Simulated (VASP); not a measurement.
# TiNCl with r2SCAN: from relaxation to properties, part 6 of 7

Aim: relax TiNCl with r2SCAN, compute its properties on that cell and hold them against experiment. Left out of this account: 1 further run (core levels: core levels are not valid at this level). The start is a cell from a database of measured crystal structures.

VASP 6.6.1; r2SCAN; plane waves and PAW (Ti_sv, N, Cl).

So far, gap on the k-mesh (eV): step 2 (relaxing cell and atoms (r2SCAN)) 0.913; step 3 (second relaxation) 0.918; step 4 (single point with fields (r2SCAN)) 0.918; step 6 (total and projected DOS (r2SCAN)) 0.920.

## 8. Volume scan with r2SCAN

An equation of state needs energies on both sides of the minimum, all on one mesh and cutoff.

INCAR reads:

```
SYSTEM = TiNCl
PREC = Accurate
ENCUT = 520
EDIFF = 1E-06
NELM = 100
ISMEAR = 0
SIGMA = 0.05
LREAL = .FALSE.
ALGO = Normal
METAGGA = R2SCAN
LASPH = .TRUE.
NBANDS = 30
LORBIT = 11
LWAVE = .FALSE.
LCHARG = .FALSE.
KPAR = 4
ISIF = 2
```

POSCAR reads:

```
TiNCl
1.0
    3.1983612292      0.0000000000      0.0000000000
    0.0000000000      3.8546483065      0.0000000000
    0.0000000000      0.0000000000      7.8749099011
Ti N Cl
2 2 2
Direct
    0.0000000000      0.5000000000      0.0966246197
    0.5000000000      0.0000000000      0.9033753803
    0.5000000000      0.5000000000      0.9537411180
    0.0000000000      0.0000000000      0.0462588820
    0.5000000000      0.5000000000      0.3243572331
    0.0000000000      0.0000000000      0.6756427669
```

KPOINTS reads:

```
Automatic mesh
0
Gamma
7 6 3
0 0 0
```

PAW data sets: Ti_sv, N and Cl (PBE family, release 64).

Started as:

```console
$ mpirun -np 4 vasp_std
```

The program printed:

```text
[... set-up lines as in an earlier step ...]
 entering main loop
       N       E                     dE             d eps       ncg     rms          rms(c)
DAV:   1     0.598288848603E+03    0.59829E+03   -0.23881E+04  1920   0.174E+03
DAV:   2     0.114388984893E+02   -0.58685E+03   -0.56257E+03  2060   0.518E+02
DAV:   3    -0.858979240820E+02   -0.97337E+02   -0.93564E+02  3240   0.184E+02
DAV:   4    -0.934933742159E+02   -0.75955E+01   -0.75755E+01  2862   0.485E+01
DAV:   5    -0.939410833955E+02   -0.44771E+00   -0.44762E+00  2686   0.105E+01    0.316E+01
DAV:   6    -0.666722771660E+02    0.27269E+02   -0.77196E+01  2534   0.865E+01    0.974E+00
DAV:   7    -0.670672627280E+02   -0.39499E+00   -0.76142E+00  2458   0.227E+01    0.705E+00
DAV:   8    -0.671329003090E+02   -0.65638E-01   -0.19263E+00  2826   0.115E+01    0.280E+00
DAV:   9    -0.670777875226E+02    0.55113E-01   -0.36042E-01  2536   0.518E+00    0.102E+00
DAV:  10    -0.670768353974E+02    0.95213E-03   -0.34974E-02  2678   0.175E+00    0.308E-01
DAV:  11    -0.670773069557E+02   -0.47156E-03   -0.27932E-03  2406   0.421E-01    0.109E-01
DAV:  12    -0.670772561687E+02    0.50787E-04   -0.84565E-04  2818   0.166E-01    0.499E-02
DAV:  13    -0.670773458434E+02   -0.89675E-04   -0.61279E-04  2652   0.166E-01    0.402E-02
DAV:  14    -0.670773233349E+02    0.22509E-04   -0.99858E-05  2468   0.742E-02    0.136E-02
DAV:  15    -0.670773233709E+02   -0.36069E-07   -0.26314E-05  2582   0.360E-02    0.767E-03
DAV:  16    -0.670773226881E+02    0.68284E-06   -0.42868E-06  1930   0.176E-02
   1 F= -.67077323E+02 E0= -.67077323E+02  d E =-.683987E-15
```

It took 3.5 min on 4 MPI ranks of AMD EPYC 7R43, shared host; peak memory 0.91 GiB; 14 min of CPU time.

Parts of OUTCAR (step 8):

```text
   ENCUT  =  520.0 eV  38.22 Ry    6.18 a.u.   5.95  7.17 14.64*2*pi/ulx,y,z

   NELECT =      48.0000    total number of electrons

 E-fermi :   4.2036

 k-point     1 :       0.0000    0.0000    0.0000
  band No.  band energies     occupation
    ...
     20       1.3701      2.00000
     21       1.8681      2.00000
     22       1.9210      2.00000
     23       2.9514      2.00000
     24       3.9412      2.00000
     25       4.8239      0.00000
     26       6.0542      0.00000
     27       6.5704      0.00000
     28       6.7097      0.00000
     29       6.7542      0.00000
    ...

  Total        6.0566953      5.5370231      4.6623686      0.0000000      0.0000000      0.0000000
  in kB       99.9512989     91.3753499     76.9412653      0.0000000      0.0000000      0.0000000
  external PRESSURE =      89.4226380 kB  Pullay stress =       0.0000000 kB

 POSITION                                       TOTAL-FORCE (eV/Angst)
 -----------------------------------------------------------------------------------
      0.00000      1.92732      0.76091         0.000000      0.000000      0.527035
      1.59918      0.00000      7.11400         0.000000      0.000000     -0.527035
      1.59918      1.92732      7.51063         0.000000      0.000000     -0.482698
      0.00000      0.00000      0.36428         0.000000      0.000000      0.482698
      1.59918      1.92732      2.55428         0.000000      0.000000      0.639489
      0.00000      0.00000      5.32063         0.000000      0.000000     -0.639489
 -----------------------------------------------------------------------------------
    total drift:                                0.000000     -0.000000     -0.000000

  FREE ENERGIE OF THE ION-ELECTRON SYSTEM (eV)
  ---------------------------------------------------
  free  energy   TOTEN  =       -67.0773226881 eV

  energy  without entropy=      -67.0773226881  energy(sigma->0) =      -67.07732269

[... 5 parts as in an earlier step ...]

[... 11 further parts left out ...]
```

The scan keeps the cell's shape and the fractional positions fixed.

This step gave:

| Property | Result |
| --- | --- |
| free energy (TOTEN) | -67.0773 eV |
| Fermi energy | 4.204 eV |
| pressure | 8.942 GPa |
| gap on the k-mesh | 0.8827 eV |
| least direct gap on the k-mesh | 0.8827 eV |

Force by atom:

| atom | x (eV/Å) | y (eV/Å) | z (eV/Å) | size |
| --- | --- | --- | --- | --- |
| Ti1 | 0.000 | 0.000 | 0.527 | 0.527 |
| Ti2 | 0.000 | 0.000 | -0.527 | 0.527 |
| N3 | 0.000 | 0.000 | -0.483 | 0.483 |
| N4 | 0.000 | 0.000 | 0.483 | 0.483 |
| Cl5 | 0.000 | 0.000 | 0.639 | 0.639 |
| Cl6 | 0.000 | 0.000 | -0.639 | 0.639 |

The pressure here is 8.94 GPa.

## 9. Volume scan with r2SCAN (run 2)

INCAR is that of step 8.

Edit POSCAR of step 8 so:

```diff
@@ -2,5 +2,5 @@
 1.0
-    3.1983612292      0.0000000000      0.0000000000
-    0.0000000000      3.8546483065      0.0000000000
-    0.0000000000      0.0000000000      7.8749099011
+    3.2208856420      0.0000000000      0.0000000000
+    0.0000000000      3.8817946115      0.0000000000
+    0.0000000000      0.0000000000      7.9303688403
 Ti N Cl
```

KPOINTS is that of step 8.

Started as:

```console
$ mpirun -np 4 vasp_std
```

The program printed:

```text
[... set-up lines as in an earlier step ...]
 entering main loop
       N       E                     dE             d eps       ncg     rms          rms(c)
DAV:   1     0.596430864330E+03    0.59643E+03   -0.23803E+04  1920   0.173E+03
DAV:   2     0.134309847937E+02   -0.58300E+03   -0.55978E+03  2046   0.518E+02
DAV:   3    -0.859940431069E+02   -0.99425E+02   -0.96618E+02  3218   0.185E+02
DAV:   4    -0.937167675578E+02   -0.77227E+01   -0.77014E+01  2900   0.486E+01
DAV:   5    -0.941456512095E+02   -0.42888E+00   -0.42881E+00  2664   0.101E+01    0.307E+01
DAV:   6    -0.668192624704E+02    0.27326E+02   -0.78890E+01  2544   0.860E+01    0.975E+00
DAV:   7    -0.671815746032E+02   -0.36231E+00   -0.80470E+00  2482   0.229E+01    0.684E+00
DAV:   8    -0.672475128580E+02   -0.65938E-01   -0.22197E+00  2826   0.122E+01    0.304E+00
DAV:   9    -0.671741649768E+02    0.73348E-01   -0.42729E-01  2506   0.555E+00    0.105E+00
DAV:  10    -0.671723524893E+02    0.18125E-02   -0.40300E-02  2702   0.188E+00    0.327E-01
DAV:  11    -0.671730416380E+02   -0.68915E-03   -0.28948E-03  2456   0.420E-01    0.111E-01
DAV:  12    -0.671730065656E+02    0.35072E-04   -0.82429E-04  2818   0.162E-01    0.518E-02
DAV:  13    -0.671731023309E+02   -0.95765E-04   -0.63627E-04  2630   0.170E-01    0.410E-02
DAV:  14    -0.671730777679E+02    0.24563E-04   -0.10943E-04  2476   0.759E-02    0.131E-02
DAV:  15    -0.671730781238E+02   -0.35592E-06   -0.25971E-05  2618   0.357E-02    0.803E-03
DAV:  16    -0.671730773681E+02    0.75568E-06   -0.50303E-06  2076   0.185E-02
   1 F= -.67173077E+02 E0= -.67173077E+02  d E =-.454069E-29
```

Run time: 3.4 min. Hardware: 4 MPI ranks; peak memory 0.93 GiB.

OUTCAR, selected parts (step 9):

```text
   ENCUT  =  520.0 eV  38.22 Ry    6.18 a.u.   5.99  7.22 14.75*2*pi/ulx,y,z

   NELECT =      48.0000    total number of electrons

 E-fermi :   4.0952

 k-point     1 :       0.0000    0.0000    0.0000
  band No.  band energies     occupation
    ...
     20       1.2063      2.00000
     21       1.6658      2.00000
     22       1.7319      2.00000
     23       2.7340      2.00000
     24       3.7073      2.00000
     25       4.6040      0.00000
     26       5.7850      0.00000
     27       6.2861      0.00000
     28       6.4431      0.00000
     29       6.4672      0.00000
    ...

  Total        3.8966538      3.5835638      3.0104391      0.0000000      0.0000000      0.0000000
  in kB       62.9652831     57.9061212     48.6451091      0.0000000      0.0000000      0.0000000
  external PRESSURE =      56.5055045 kB  Pullay stress =       0.0000000 kB

 POSITION                                       TOTAL-FORCE (eV/Angst)
 -----------------------------------------------------------------------------------
      0.00000      1.94090      0.76627         0.000000      0.000000      0.335596
      1.61044      0.00000      7.16410         0.000000      0.000000     -0.335596
      1.61044      1.94090      7.56352         0.000000      0.000000     -0.313993
      0.00000      0.00000      0.36685         0.000000      0.000000      0.313993
      1.61044      1.94090      2.57227         0.000000      0.000000      0.407846
      0.00000      0.00000      5.35810         0.000000      0.000000     -0.407846
 -----------------------------------------------------------------------------------
    total drift:                                0.000000     -0.000000      0.000000

  FREE ENERGIE OF THE ION-ELECTRON SYSTEM (eV)
  ---------------------------------------------------
  free  energy   TOTEN  =       -67.1730773681 eV

  energy  without entropy=      -67.1730773681  energy(sigma->0) =      -67.17307737

[... 5 parts as in an earlier step ...]

[... 11 further parts left out ...]
```

Numbers from this step:

* free energy (TOTEN): -67.1731 eV
* Fermi energy: 4.095 eV
* pressure: 5.651 GPa
* gap on the k-mesh: 0.8967 eV
* least direct gap on the k-mesh: 0.8967 eV

Force by atom:

| atom | x (eV/Å) | y (eV/Å) | z (eV/Å) | size |
| --- | --- | --- | --- | --- |
| Ti1 | 0.000 | 0.000 | 0.336 | 0.336 |
| Ti2 | 0.000 | 0.000 | -0.336 | 0.336 |
| N3 | 0.000 | 0.000 | -0.314 | 0.314 |
| N4 | 0.000 | 0.000 | 0.314 | 0.314 |
| Cl5 | 0.000 | 0.000 | 0.408 | 0.408 |
| Cl6 | 0.000 | 0.000 | -0.408 | 0.408 |

The pressure falls from 8.94 to 5.65 GPa.

The run ends at a pressure of 5.65 GPa, with forces up to 0.41 eV/Å.

## 10. Volume scan with r2SCAN (run 3)

INCAR is that of step 9.

Edit POSCAR of step 9 so:

```diff
@@ -2,5 +2,5 @@
 1.0
-    3.2208856420      0.0000000000      0.0000000000
-    0.0000000000      3.8817946115      0.0000000000
-    0.0000000000      0.0000000000      7.9303688403
+    3.2430993483      0.0000000000      0.0000000000
+    0.0000000000      3.9085664548      0.0000000000
+    0.0000000000      0.0000000000      7.9850627675
 Ti N Cl
```

KPOINTS is that of step 9.

Started as:

```console
$ mpirun -np 4 vasp_std
```

The program printed:

```text
[... set-up lines as in an earlier step ...]
 entering main loop
       N       E                     dE             d eps       ncg     rms          rms(c)
DAV:   1     0.589042106883E+03    0.58904E+03   -0.23714E+04  1920   0.172E+03
DAV:   2     0.975947521828E+01   -0.57928E+03   -0.55609E+03  2060   0.513E+02
DAV:   3    -0.863407068664E+02   -0.96100E+02   -0.93453E+02  3276   0.181E+02
DAV:   4    -0.938364520432E+02   -0.74957E+01   -0.74782E+01  2828   0.474E+01
[...]
DAV:  14    -0.672285278806E+02    0.24804E-04   -0.11049E-04  2466   0.754E-02    0.127E-02
DAV:  15    -0.672285284796E+02   -0.59899E-06   -0.22552E-05  2666   0.331E-02    0.734E-03
DAV:  16    -0.672285277981E+02    0.68151E-06   -0.45713E-06  2012   0.177E-02
   1 F= -.67228528E+02 E0= -.67228528E+02  d E =-.779781E-20
```

Run time: 3.4 min. Hardware: 4 MPI ranks; peak memory 0.91 GiB.

From OUTCAR (step 10):

```text
  Total        1.8712560      1.7492599      1.4642847      0.0000000      0.0000000      0.0000000
  in kB       29.6201807     27.6890993     23.1782167      0.0000000      0.0000000      0.0000000
  external PRESSURE =      26.8291656 kB  Pullay stress =       0.0000000 kB

 POSITION                                       TOTAL-FORCE (eV/Angst)
 -----------------------------------------------------------------------------------
      0.00000      1.95428      0.77155         0.000000      0.000000      0.158116
      1.62155      0.00000      7.21351         0.000000      0.000000     -0.158116
      1.62155      1.95428      7.61568         0.000000      0.000000     -0.156649
      0.00000      0.00000      0.36938         0.000000      0.000000      0.156649
      1.62155      1.95428      2.59001         0.000000      0.000000      0.193449
      0.00000      0.00000      5.39505         0.000000      0.000000     -0.193449
 -----------------------------------------------------------------------------------
    total drift:                                0.000000     -0.000000     -0.000000

  FREE ENERGIE OF THE ION-ELECTRON SYSTEM (eV)
  ---------------------------------------------------
  free  energy   TOTEN  =       -67.2285277981 eV

  energy  without entropy=      -67.2285277981  energy(sigma->0) =      -67.22852780

[... 1 part as in an earlier step ...]

[... 2 further parts left out ...]
[key lines of the parts left out:]
E-fermi :   3.7948
```

The pressure falls from 5.65 to 2.68 GPa.

The run ends at a pressure of 2.68 GPa, with forces up to 0.19 eV/Å.

## 11. Volume scan with r2SCAN (run 4)

INCAR is that of step 10.

Edit POSCAR of step 10 so:

```diff
@@ -2,5 +2,5 @@
 1.0
-    3.2430993483      0.0000000000      0.0000000000
-    0.0000000000      3.9085664548      0.0000000000
-    0.0000000000      0.0000000000      7.9850627675
+    3.2650128465      0.0000000000      0.0000000000
+    0.0000000000      3.9349764887      0.0000000000
+    0.0000000000      0.0000000000      8.0390175310
 Ti N Cl
```

KPOINTS is that of step 10.

Started as:

```console
$ mpirun -np 4 vasp_std
```

The program printed:

```text
[... set-up lines as in an earlier step ...]
 entering main loop
       N       E                     dE             d eps       ncg     rms          rms(c)
[... 14 cycles as in an earlier step ...]
DAV:  15    -0.672474704131E+02   -0.88582E-06   -0.17707E-05  2592   0.300E-02    0.645E-03
DAV:  16    -0.672474698679E+02    0.54524E-06   -0.34275E-06  1760   0.164E-02
   1 F= -.67247470E+02 E0= -.67247470E+02  d E =-.268849E-15
```

Wall time 2.2 min (4 MPI ranks); peak memory 0.92 GiB.

OUTCAR, selected parts (step 11):

```text
  Total       -0.0298206      0.0253763      0.0137629      0.0000000      0.0000000      0.0000000
  in kB       -0.4625915      0.3936487      0.2134971      0.0000000      0.0000000      0.0000000
  external PRESSURE =       0.0481848 kB  Pullay stress =       0.0000000 kB

 POSITION                                       TOTAL-FORCE (eV/Angst)
 -----------------------------------------------------------------------------------
      0.00000      1.96749      0.77677         0.000000      0.000000     -0.006278
      1.63251      0.00000      7.26225         0.000000      0.000000      0.006278
      1.63251      1.96749      7.66714         0.000000      0.000000     -0.009773
      0.00000      0.00000      0.37188         0.000000      0.000000      0.009773
      1.63251      1.96749      2.60751         0.000000      0.000000     -0.005256
      0.00000      0.00000      5.43150         0.000000      0.000000      0.005256
 -----------------------------------------------------------------------------------
    total drift:                                0.000000     -0.000000      0.000000

  FREE ENERGIE OF THE ION-ELECTRON SYSTEM (eV)
  ---------------------------------------------------
  free  energy   TOTEN  =       -67.2474698679 eV

  energy  without entropy=      -67.2474698679  energy(sigma->0) =      -67.24746987

[... 2 parts as in an earlier step ...]

[... 1 further part left out ...]
[key lines of the parts left out:]
E-fermi :   3.5339
```

The pressure falls from 2.68 to 0.00 GPa.

The run ends at a pressure of 0.00 GPa, with forces up to 0.0098 eV/Å.

## 12. Volume scan with r2SCAN (run 5)

INCAR is that of step 11.

Edit POSCAR of step 11 so:

```diff
@@ -2,5 +2,5 @@
 1.0
-    3.2650128465      0.0000000000      0.0000000000
-    0.0000000000      3.9349764887      0.0000000000
-    0.0000000000      0.0000000000      8.0390175310
+    3.2866360783      0.0000000000      0.0000000000
+    0.0000000000      3.9610366951      0.0000000000
+    0.0000000000      0.0000000000      8.0922576093
 Ti N Cl
```

KPOINTS is that of step 11.

Started as:

```console
$ mpirun -np 4 vasp_std
```

The program printed:

```text
[... set-up lines as in an earlier step ...]
 entering main loop
       N       E                     dE             d eps       ncg     rms          rms(c)
DAV:   1     0.581451248324E+03    0.58145E+03   -0.23887E+04  1920   0.171E+03
DAV:   2     0.597086565544E+01   -0.57548E+03   -0.55375E+03  2074   0.505E+02
DAV:   3    -0.868910512106E+02   -0.92862E+02   -0.90356E+02  3234   0.179E+02
DAV:   4    -0.940954312258E+02   -0.72044E+01   -0.71891E+01  2908   0.462E+01
[...]
DAV:  14    -0.672335231617E+02    0.29604E-04   -0.12378E-04  2430   0.790E-02    0.130E-02
DAV:  15    -0.672335242308E+02   -0.10691E-05   -0.19735E-05  2690   0.315E-02    0.658E-03
DAV:  16    -0.672335235165E+02    0.71427E-06   -0.25119E-06  1558   0.142E-02
   1 F= -.67233524E+02 E0= -.67233524E+02  d E =-.219291E-30
```

Run time: 3.3 min. Hardware: 4 MPI ranks; peak memory 0.94 GiB; 13 min of CPU time.

From OUTCAR (step 12):

```text
  Total       -1.8163962     -1.5965223     -1.3470423      0.0000000      0.0000000      0.0000000
  in kB      -27.6242806    -24.2803745    -20.4862107      0.0000000      0.0000000      0.0000000
  external PRESSURE =     -24.1302886 kB  Pullay stress =       0.0000000 kB

 POSITION                                       TOTAL-FORCE (eV/Angst)
 -----------------------------------------------------------------------------------
      0.00000      1.98052      0.78191         0.000000      0.000000     -0.159001
      1.64332      0.00000      7.31035         0.000000      0.000000      0.159001
      1.64332      1.98052      7.71792         0.000000      0.000000      0.127460
      0.00000      0.00000      0.37434         0.000000      0.000000     -0.127460
      1.64332      1.98052      2.62478         0.000000      0.000000     -0.189232
      0.00000      0.00000      5.46748         0.000000      0.000000      0.189232
 -----------------------------------------------------------------------------------
    total drift:                                0.000000     -0.000000     -0.000000

  FREE ENERGIE OF THE ION-ELECTRON SYSTEM (eV)
  ---------------------------------------------------
  free  energy   TOTEN  =       -67.2335235165 eV

  energy  without entropy=      -67.2335235165  energy(sigma->0) =      -67.23352352

[... 1 part as in an earlier step ...]

[... 2 further parts left out ...]
[key lines of the parts left out:]
E-fermi :   3.4569
```

The pressure falls from 0.00 to -2.41 GPa.

The run ends at a pressure of -2.41 GPa, with forces up to 0.19 eV/Å.

(Part 6 of 7 ends here.)

[Lines on the potential files, build, host, timing and source positions are cut from VASP's logs without a mark.]

[Logs are printed without paths, hosts, clocks, repeated set-up lines and the standing remarks that a program may print on its own settings, such as how far it seeks lower states.]

[Hosts, paths, dates, database ids (printed as entryN), source tags and the programs' standing remarks are cut or masked in the printed files.]

[A measured line is paired with the nearest computed mode of its activity, which favours agreement.]
